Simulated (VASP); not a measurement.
Computed with optB88-vdW, VASP's PBE PAW potentials (set 64) (plane waves; VASP 6.6.1).

A VASP calculation is set up with these files.

**POSCAR**
```
KBr
4.6468570
  0.0000000000   0.7071067288   0.7071067288
  0.7071067288   0.0000000000   0.7071067288
  0.7071067288   0.7071067288   0.0000000000
K Br
1 1
Cart
  0.0000000000   0.0000000000   0.0000000000
  0.7071067288   0.7071067288   0.7071067288
```

### KPOINTS
```
k-points along high-symmetry lines
15
Line-mode
Reciprocal
  0.000000   0.000000   0.000000 ! GAMMA
  0.500000   0.000000   0.500000 ! X

  0.500000   0.000000   0.500000 ! X
  0.625000   0.250000   0.625000 ! U

  0.375000   0.375000   0.750000 ! K
  0.000000   0.000000   0.000000 ! GAMMA

  0.000000   0.000000   0.000000 ! GAMMA
  0.500000   0.500000   0.500000 ! L

  0.500000   0.500000   0.500000 ! L
  0.500000   0.250000   0.750000 ! W

  0.500000   0.250000   0.750000 ! W
  0.500000   0.000000   0.500000 ! X
```

### INCAR
```
# general
SYSTEM   = KBr
PREC     = Accurate
ENCUT    = 520
LREAL    = .FALSE.
LASPH    = .TRUE.
ICHARG   = 11

# electronic loop
EDIFF    = 1E-7
NELM     = 100
ALGO     = Normal
LMAXMIX  = 4

# smearing
ISMEAR   = 0
SIGMA    = 0.05

# functional
GGA      = BO
LUSE_VDW = .TRUE.
AGGAC    = 0.0
PARAM1   = 0.1833333333
PARAM2   = 0.22

# output
LWAVE    = .FALSE.
LCHARG   = .FALSE.
LORBIT   = 11
```

POTCAR, in this order: K_sv Br (PBE.64 set). Program: vasp_std. Read from the step before: CHGCAR.

Output of the run:

### OSZICAR
```
       N       E                     dE             d eps       ncg     rms          rms(c)
DAV:   1     0.105363462644E+03    0.10536E+03   -0.70884E+03  2160   0.117E+03
DAV:   2     0.488992729866E+01   -0.10047E+03   -0.93800E+02  2592   0.267E+02
DAV:   3    -0.175420098195E+01   -0.66441E+01   -0.65733E+01  2792   0.624E+01
DAV:   4    -0.203819017471E+01   -0.28399E+00   -0.28364E+00  3796   0.112E+01
DAV:   5    -0.204032648051E+01   -0.21363E-02   -0.21362E-02  2788   0.942E-01
DAV:   6    -0.204037326479E+01   -0.46784E-04   -0.46784E-04  3164   0.101E-01
DAV:   7    -0.204037388801E+01   -0.62322E-06   -0.62312E-06  3088   0.129E-02
DAV:   8    -0.204037389377E+01   -0.57598E-08   -0.57523E-08  2244   0.142E-03
   1 F= -.20403739E+01 E0= -.20403739E+01  d E =-.164088E-12
```

OUTCAR:
```
 val. band max:       -1.8558089615   @ k =   0.0000   0.0000   0.0000

 cond. band min:       2.4958591694   @ k =   0.0000   0.0000   0.0000



 k-point     1 :       0.0000    0.0000    0.0000
  band No.  band energies     occupation
      1     -29.5838      2.00000
      2     -14.2071      2.00000
      3     -13.1115      2.00000
      4     -13.1115      2.00000
      5     -13.1115      2.00000
      6      -1.8558      2.00000
      7      -1.8558      2.00000
      8      -1.8558      2.00000
      9       2.4959      0.00000
     10       5.6586      0.00000
     11       5.6586      0.00000
     12       5.6586      0.00000

 k-point     2 :       0.0357    0.0000    0.0357
  band No.  band energies     occupation
      1     -29.5837      2.00000
      2     -14.2106      2.00000
      3     -13.1120      2.00000
      4     -13.1120      2.00000
      5     -13.1061      2.00000
      6      -1.8869      2.00000
      7      -1.8606      2.00000
      8      -1.8606      2.00000
      9       2.5430      0.00000
     10       5.6195      0.00000
     11       5.6919      0.00000
     12       5.6919      0.00000

 k-point     3 :       0.0714    0.0000    0.0714
  band No.  band energies     occupation
      1     -29.5834      2.00000
      2     -14.2201      2.00000
      3     -13.1134      2.00000
      4     -13.1134      2.00000
      5     -13.0911      2.00000
      6      -1.9732      2.00000
      7      -1.8747      2.00000
      8      -1.8747      2.00000
      9       2.6770      0.00000
     10       5.5103      0.00000
     11       5.7909      0.00000
     12       5.7909      0.00000

 k-point     4 :       0.1071    0.0000    0.1071
  band No.  band energies     occupation
      1     -29.5829      2.00000
      2     -14.2330      2.00000
      3     -13.1156      2.00000
      4     -13.1156      2.00000
      5     -13.0704      2.00000
      6      -2.0969      2.00000
      7      -1.8967      2.00000
...
```

The density is held fixed in this step, so its total energy and stress have no physical meaning.

The compound is KBr in the rock salt structure. It was relaxed first.
